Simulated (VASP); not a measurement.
Input for VASP

INCAR:
```
ALGO  =  Normal
EDIFF  =  1E-6
EDIFFG  =  -0.02
ENCUT  =  520
GGA  =  PE
IBRION  =  2
ISIF  =  3
ISMEAR  =  1
ISPIN  =  2
LASPH  =  .TRUE.
LCHARG  =  .FALSE.
LMAXMIX  =  4
LORBIT  =  10
LREAL  =  .FALSE.
LWAVE  =  .FALSE.
MAGMOM  =  3.0 -3.0 0.0 0.0 0.0 0.0
NELM  =  100
NSW  =  60
PREC  =  Accurate
SIGMA  =  0.1
SYSTEM  =  MnO2
```

POSCAR:
```
MnO2
1.0
  4.4218962974   0.0000000000   0.0000000000
  0.0000000000   4.4218962974   0.0000000000
  0.0000000000   0.0000000000   2.8838412983
Mn O
2 4
Cartesian
  0.0000000000   0.0000000000   0.0000000000
  2.2109481487   2.2109481487   1.4419206492
  1.3461542838   1.3461542838   0.0000000000
  3.5571024325   0.8647938649   1.4419206492
  0.8647938649   3.5571024325   1.4419206492
  3.0757420136   3.0757420136   0.0000000000
```

### KPOINTS
```
Automatic mesh
0
Gamma
6 6 10
0 0 0
```

POTCAR, in this order: Mn_pv O (PBE.64 set). Program: vasp_std.

Translate this PBE calculation to Ansatz.

One equivalent input (not run):
Ansatz 0.2 input:
```yaml
crystal:
  lattice:
    - [4.4218963, 0.0000000, 0.0000000]
    - [0.0000000, 4.4218963, 0.0000000]
    - [0.0000000, 0.0000000, 2.8838413]
  atoms:
    - { symbol: Mn, position: [0.0000000, 0.0000000, 0.0000000], spin: 3 }
    - { symbol: Mn, position: [0.5000000, 0.5000000, 0.5000000], spin: -3 }
    - { symbol: O, position: [0.3044292, 0.3044292, 0.0000000] }
    - { symbol: O, position: [0.8044292, 0.1955708, 0.5000000] }
    - { symbol: O, position: [0.1955708, 0.8044292, 0.5000000] }
    - { symbol: O, position: [0.6955708, 0.6955708, 0.0000000] }
kpoints:
  mp_grid: { grid: [6, 6, 10] }
hamiltonian:
  xc: pbe
  pseudopotentials: { kind: paw }
magnetization: { spin_polarized: true }
scf:
  occupations: { method: methfessel_paxton, width: 0.1 }
  max_iter: 100
relax:
  max_steps: 60
  f_tol: 0.02
  cell: {}
output: { forces: true, stress: true, eigenvalues: true }
```
Limits of the translation: each code has its own PAW files, so the cut-off isn't converted (ENCUT is set for VASP's; basis.ecutwfc is left out, and Ansatz then takes the one that its files recommend); Ansatz stops its SCF on the density residual and VASP on the energy change (EDIFF).

The compound is MnO2 in the rutile structure. This run relaxes it. Symmetry was kept, so distortions that lower it aren't found. The start is the result of an earlier pass.
